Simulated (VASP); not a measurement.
An input for Ansatz (written as the equivalent of a VASP run, and not itself run):

Ansatz 0.2 input:
```yaml
crystal:
  lattice:
    - [3.4973400, 0.0000000, 0.0000000]
    - [-1.7486700, 3.0287850, 0.0000000]
    - [0.0000000, 0.0000000, 5.6465600]
  atoms:
    - { symbol: Tl, position: [0.3300630, 0.6681820, 0.2506650] }
    - { symbol: Tl, position: [0.6699370, 0.3318180, 0.7493350] }
kpoints:
  mp_grid: { grid: [10, 10, 5] }
hamiltonian:
  xc: pbe
  pseudopotentials: { kind: paw }
scf:
  occupations: { method: fermi_dirac, width: 0.1 }
  max_iter: 100
output: { forces: true, stress: true, eigenvalues: true }
```

Problem. Write the VASP files for the same calculation (PBE).

Solution. Several could match; the one computed here: 
### INCAR
```
SYSTEM = Tl
PREC = Accurate
ENCUT = 210
EDIFF = 1E-6
NELM = 100
ALGO = Normal
LREAL = .FALSE.
LASPH = .TRUE.
ISMEAR = -1
SIGMA = 0.1
GGA = PE
LMAXMIX = 4
LWAVE = .FALSE.
LCHARG = .FALSE.
ISIF = 2
```

KPOINTS:
```
Automatic mesh
0
Gamma
10 10 5
0 0 0
```

File POSCAR:
```
Tl
1.0
  3.4973400000   0.0000000000   0.0000000000
 -1.7486700000   3.0287850000   0.0000000000
  0.0000000000   0.0000000000   5.6465600000
Tl
2
Cart
 -0.0140872855   2.0237796189   1.4153949624
  1.7627572855   1.0050053811   4.2311650376
```

POTCAR, in this order: Tl_d (PBE.64 set). Program: vasp_std.

The two are equivalent in intent, not identical: each code has its own PAW files, so the cut-off isn't converted (ENCUT is set for VASP's; basis.ecutwfc is left out, and Ansatz then takes the one that its files recommend); Ansatz stops its SCF on the density residual and VASP on the energy change (EDIFF).

The structure comes from a computed database's Tl entry; how it stands against other phases isn't given here. The cell was not relaxed at this level, atoms are displaced from their ideal sites. The run is one of a series of settings (ENCUT = 210 against the base run), some of them coarse on purpose.
